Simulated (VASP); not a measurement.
Calculation: PBEsol GGA, VASP's PBE PAW potentials (set 64) (plane waves; VASP 6.6.1).

VASP ran on this input.

**KPOINTS**
```
Automatic mesh
0
G
5 5 8
```

**POSCAR**
```
SiO2
1.0
  4.1918838575   0.0000000000   0.0000000000
  0.0000000000   4.1918838575   0.0000000000
  0.0000000000   0.0000000000   2.6820883688
Si O
2 4
Cartesian
  0.0000000000   0.0000000000   0.0000000000
  2.0959419287   2.0959419287   1.3410441844
  1.2822235485   1.2822235485   0.0000000000
  3.3781654773   0.8137183802   1.3410441844
  0.8137183802   3.3781654773   1.3410441844
  2.9096603090   2.9096603090   0.0000000000
```

**INCAR**
```
! general
SYSTEM = SiO2
PREC   = Accurate
ENCUT  = 620
LREAL  = F
LASPH  = T   ! aspherical one-centre terms

! electronic loop
EDIFF  = 1E-6   ! SCF stop (eV)
NELM   = 100   ! most electronic steps
ALGO   = Normal

! smearing
ISMEAR = 0   ! Gaussian
SIGMA  = 0.05   ! width (eV)

! functional
GGA    = PS   ! PBEsol

! ions
IBRION = 2   ! conjugate gradients
NSW    = 40   ! most ionic steps
ISIF   = 3
EDIFFG = -0.02

! output
LWAVE  = F
LCHARG = F
```

POTCAR, in this order: Si O (PBE.64 set). Program: vasp_std.

The run wrote:

**OSZICAR**
```
       N       E                     dE             d eps       ncg     rms          rms(c)
DAV:   1     0.185855244321E+03    0.18586E+03   -0.20024E+04  1200   0.177E+03
DAV:   2    -0.453296248444E+02   -0.23118E+03   -0.22376E+03  1648   0.349E+02
DAV:   3    -0.531261233945E+02   -0.77965E+01   -0.77731E+01  1440   0.685E+01
DAV:   4    -0.531867569700E+02   -0.60634E-01   -0.60565E-01  1424   0.685E+00
DAV:   5    -0.531874050472E+02   -0.64808E-03   -0.64800E-03  1392   0.702E-01    0.169E+01
DAV:   6    -0.490413870967E+02    0.41460E+01   -0.16228E+01  1348   0.283E+01    0.796E+00
DAV:   7    -0.490112685340E+02    0.30119E-01   -0.45736E-01  1404   0.473E+00    0.299E+00
DAV:   8    -0.490018276184E+02    0.94409E-02   -0.16210E-02  1364   0.136E+00    0.100E+00
DAV:   9    -0.490020282328E+02   -0.20061E-03   -0.45654E-03  1412   0.743E-01    0.266E-01
DAV:  10    -0.490021350972E+02   -0.10686E-03   -0.44266E-04  1388   0.181E-01    0.397E-02
DAV:  11    -0.490021088670E+02    0.26230E-04   -0.10891E-04  1396   0.808E-02    0.826E-03
DAV:  12    -0.490021091377E+02   -0.27067E-06   -0.72886E-06  1356   0.199E-02
   1 F= -.49002109E+02 E0= -.49002109E+02  d E =-.490021E+02
```

OUTCAR:
```
------------------------ aborting loop because EDIFF is reached ----------------------------------------
  FORCE on cell =-STRESS in cart. coord.  units (eV):
  Direction    XX          YY          ZZ          XY          YZ          ZX
  --------------------------------------------------------------------------------------
  Total        0.0200492      0.0200492      0.0359353      0.0000000      0.0000000      0.0000000
  in kB        0.6815801      0.6815801      1.2216307      0.0000000      0.0000000      0.0000000
  external PRESSURE =       0.8615970 kB  Pullay stress =       0.0000000 kB
  volume of cell :       47.13
      direct lattice vectors                 reciprocal lattice vectors
     4.191883857  0.000000000  0.000000000     0.238556228  0.000000000  0.000000000
     0.000000000  4.191883857  0.000000000     0.000000000  0.238556228  0.000000000
     0.000000000  0.000000000  2.682088369     0.000000000  0.000000000  0.372843793
 POSITION                                       TOTAL-FORCE (eV/Angst)
 -----------------------------------------------------------------------------------
      0.00000      0.00000      0.00000         0.000000      0.000000      0.000000
      2.09594      2.09594      1.34104         0.000000      0.000000      0.000000
      1.28222      1.28222      0.00000        -0.008212     -0.008212     -0.000000
      3.37817      0.81372      1.34104        -0.008212      0.008212      0.000000
      0.81372      3.37817      1.34104         0.008212     -0.008212     -0.000000
      2.90966      2.90966      0.00000         0.008212      0.008212      0.000000
 -----------------------------------------------------------------------------------
    total drift:                                0.000000      0.000000     -0.000000
  FREE ENERGIE OF THE ION-ELECTRON SYSTEM (eV)
  ---------------------------------------------------
  free  energy   TOTEN  =       -49.0021091377 eV

  energy  without entropy=      -49.0021091376  energy(sigma->0) =      -49.00210914

 reached required accuracy - stopping structural energy minimisation
```
(Selected blocks of OUTCAR.)

The compound is SiO2 in the rutile structure, stishovite, a high-pressure form. It was relaxed first.
